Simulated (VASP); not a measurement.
These are PBEsol GGA, VASP's PBE PAW potentials (set 64) (plane waves; VASP) values and carry that method's errors.

VASP input:

**POSCAR**
```
Mo
1
   -1.5338745914     1.5338745914     1.5338745914
    1.5338745914    -1.5338745914     1.5338745914
    1.5338745914     1.5338745914    -1.5338745914
Mo
1
Direct
  0.0000000000   0.0000000000   0.0000000000
```

KPOINTS:
```
Automatic
0
G
17 17 17
0 0 0
```

INCAR:
```
SYSTEM = Mo
PREC = Accurate; ENCUT = 500; LREAL = .FALSE.
LASPH = .TRUE.
EDIFF = 1E-6; NELM = 100; ALGO = Normal
LMAXMIX = 4
ISMEAR = 1; SIGMA = 0.1
GGA = PS
IBRION = 2; NSW = 40; ISIF = 3
EDIFFG = -0.02; PSTRESS = 300
LWAVE = .FALSE.; LCHARG = .FALSE.
```

POTCAR, in this order: Mo_sv (PBE.64 set). Program: vasp_std.

The run wrote:

**OSZICAR**
```
       N       E                     dE             d eps       ncg     rms          rms(c)
DAV:   1     0.867687668577E+02    0.86769E+02   -0.81700E+03  3654   0.128E+03
DAV:   2    -0.111723627402E+02   -0.97941E+02   -0.94790E+02  3981   0.339E+02
DAV:   3    -0.124141910014E+02   -0.12418E+01   -0.12341E+01  4166   0.380E+01
DAV:   4    -0.124169956604E+02   -0.28047E-02   -0.28045E-02  3981   0.217E+00
DAV:   5    -0.124170101028E+02   -0.14442E-04   -0.14441E-04  4200   0.149E-01    0.190E+01
DAV:   6    -0.118274711986E+02    0.58954E+00   -0.96368E-01  3891   0.121E+01    0.585E+00
DAV:   7    -0.117308980957E+02    0.96573E-01   -0.23342E-01  4215   0.553E+00    0.830E-01
DAV:   8    -0.117251474885E+02    0.57506E-02   -0.40578E-03  3816   0.918E-01    0.172E-01
DAV:   9    -0.117251432136E+02    0.42749E-05   -0.81412E-05  4249   0.121E-01    0.880E-02
DAV:  10    -0.117251504534E+02   -0.72398E-05   -0.88111E-06  3979   0.385E-02    0.919E-03
DAV:  11    -0.117251506574E+02   -0.20403E-06   -0.18606E-07  2310   0.454E-03
   1 F= -.90221869E+01 E0= -.90224030E+01  d E =-.902219E+01
       N       E                     dE             d eps       ncg     rms          rms(c)
DAV:   1    -0.139398571185E+02   -0.22147E+01   -0.73047E+01  3777   0.122E+02    0.299E+01
DAV:   2    -0.114771841066E+02    0.24627E+01   -0.45245E+00  3645   0.296E+01    0.421E+00
DAV:   3    -0.111741701218E+02    0.30301E+00   -0.99245E-01  3842   0.132E+01    0.509E+00
DAV:   4    -0.111900337423E+02   -0.15864E-01   -0.16915E-02  3892   0.165E+00    0.820E-01
DAV:   5    -0.111904395993E+02   -0.40586E-03   -0.55288E-03  3941   0.966E-01    0.788E-02
DAV:   6    -0.111904265613E+02    0.13038E-04   -0.32114E-05  3978   0.758E-02    0.110E-02
DAV:   7    -0.111904238829E+02    0.26784E-05   -0.46777E-06  3954   0.282E-02    0.234E-03
DAV:   8    -0.111904239469E+02   -0.63962E-07   -0.44876E-08  1929   0.291E-03
   2 F= -.88245411E+01 E0= -.88247116E+01  d E =0.197646E+00
       N       E                     dE             d eps       ncg     rms          rms(c)
DAV:   1    -0.135417714466E+02   -0.23513E+01   -0.51284E+01  3744   0.106E+02    0.154E+01
DAV:   2    -0.117878089131E+02    0.17540E+01   -0.38737E+00  3678   0.248E+01    0.437E+00
DAV:   3    -0.116558765750E+02    0.13193E+00   -0.61678E-01  3861   0.997E+00    0.164E+00
DAV:   4    -0.116640863361E+02   -0.82098E-02   -0.44991E-03  3876   0.837E-01    0.967E-01
DAV:   5    -0.116700757595E+02   -0.59894E-02   -0.33565E-03  3896   0.592E-01    0.479E-02
DAV:   6    -0.116700730417E+02    0.27178E-05   -0.38110E-05  4044   0.684E-02    0.977E-03
DAV:   7    -0.116700723915E+02    0.65017E-06   -0.89262E-07  2424   0.110E-02
   3 F= -.90339609E+01 E0= -.90340671E+01  d E =-.117740E-01
       N       E                     dE             d eps       ncg     rms          rms(c)
DAV:   1    -0.116679662653E+02    0.21068E-02   -0.31417E-03  3795   0.815E-01    0.148E-01
DAV:   2    -0.116678550893E+02    0.11118E-03   -0.22151E-04  3762   0.194E-01    0.248E-02
DAV:   3    -0.116678455093E+02    0.95800E-05   -0.38738E-05  3885   0.797E-02    0.221E-02
DAV:   4    -0.116678474199E+02   -0.19106E-05   -0.61358E-07  2621   0.960E-03    0.130E-03
DAV:   5    -0.116678474193E+02    0.52796E-09   -0.98188E-08  1833   0.418E-03
   4 F= -.90339775E+01 E0= -.90340775E+01  d E =-.117906E-01
```

File OUTCAR:
```
------------------------ aborting loop because EDIFF is reached ----------------------------------------
  FORCE on cell =-STRESS in cart. coord.  units (eV):
  Direction    XX          YY          ZZ          XY          YZ          ZX
  --------------------------------------------------------------------------------------
  Total        2.6297075      2.6297075      2.6297075      0.0000000      0.0000000      0.0000000
  in kB      299.5258907    299.5258907    299.5258907      0.0000000      0.0000000      0.0000000
  external PRESSURE =      -0.4741093 kB  Pullay stress =     300.0000000 kB
  volume of cell :       14.07
      direct lattice vectors                 reciprocal lattice vectors
    -1.520691859  1.520691859  1.520691859     0.000000000  0.328797709  0.328797709
     1.520691859 -1.520691859  1.520691859     0.328797709  0.000000000  0.328797709
     1.520691859  1.520691859 -1.520691859     0.328797709  0.328797709  0.000000000
 POSITION                                       TOTAL-FORCE (eV/Angst)
 -----------------------------------------------------------------------------------
      1.52069      1.52069      1.52069         0.000000     -0.000000      0.000000
 -----------------------------------------------------------------------------------
    total drift:                                0.000000     -0.000000      0.000000
  FREE ENERGIE OF THE ION-ELECTRON SYSTEM (eV)
  ---------------------------------------------------
  free  energy   TOTEN  =       -11.6678474193 eV

  energy  without entropy=      -11.6681475118  energy(sigma->0) =      -11.66794745
  enthalpy is  TOTEN    =        -9.0339774735 eV   P V=        2.6338699459

 reached required accuracy - stopping structural energy minimisation
```
(Selected blocks of OUTCAR.)

CONTCAR:
```
Mo
   1.00000000000000
    -1.5206918592486292    1.5206918592486292    1.5206918592486292
     1.5206918592486292   -1.5206918592486292    1.5206918592486292
     1.5206918592486292    1.5206918592486292   -1.5206918592486292
  Mo
     1
Direct
     1.0000000000000000    1.0000000000000000    1.0000000000000000
```

### OUTCAR
```
 val. band max:       14.3353205236   @ k =  -0.2941   0.3529   0.2353

 cond. band min:      14.3441231275   @ k =  -0.1176   0.1176   0.1176


 Fermi energy:        14.3366204532

 k-point     1 :       0.0000    0.0000    0.0000
  band No.  band energies     occupation
      1     -47.0084      2.00000
      2     -20.0030      2.00000
      3     -20.0030      2.00000
      4     -20.0030      2.00000
      5       6.6403      2.00000
      6      12.6419      2.00000
      7      12.6419      2.00000
      8      12.6419      2.00000
      9      16.0719     -0.00000
     10      16.0719     -0.00000
     11      29.1762      0.00000

 k-point     2 :       0.0588    0.0000    0.0000
  band No.  band energies     occupation
      1     -46.9951      2.00000
      2     -20.0749      2.00000
      3     -20.0246      2.00000
      4     -20.0037      2.00000
      5       6.8145      2.00000
      6      12.5387      2.00000
      7      12.6246      2.00000
      8      12.8083      2.00000
      9      15.9116     -0.00000
     10      16.0727     -0.00000
     11      29.3183      0.00000

 k-point     3 :       0.1176    0.0000    0.0000
  band No.  band energies     occupation
      1     -46.9570      2.00000
      2     -20.2781      2.00000
      3     -20.0862      2.00000
      4     -20.0058      2.00000
      5       7.3018      2.00000
      6      12.2561      2.00000
      7      12.5494      2.00000
      8      13.2999      2.00000
      9      15.5818     -0.00000
     10      16.0841     -0.00000
     11      29.6631      0.00000

 k-point     4 :       0.1765    0.0000    0.0000
  band No.  band energies     occupation
      1     -46.8987      2.00000
      2     -20.5789      2.00000
      3     -20.1784      2.00000
      4     -20.0091      2.00000
      5       7.9787      2.00000
      6      11.8596      2.00000
      7      12.4159      2.00000
      8      14.0933      2.00310
      9      15.3732     -0.00000
...
```

Energy and stress use the plane-wave basis of the starting cell.

The compound is Mo in the bcc structure. This run relaxes it under an external pressure of 30 GPa. Symmetry was kept, so distortions that lower it aren't found.
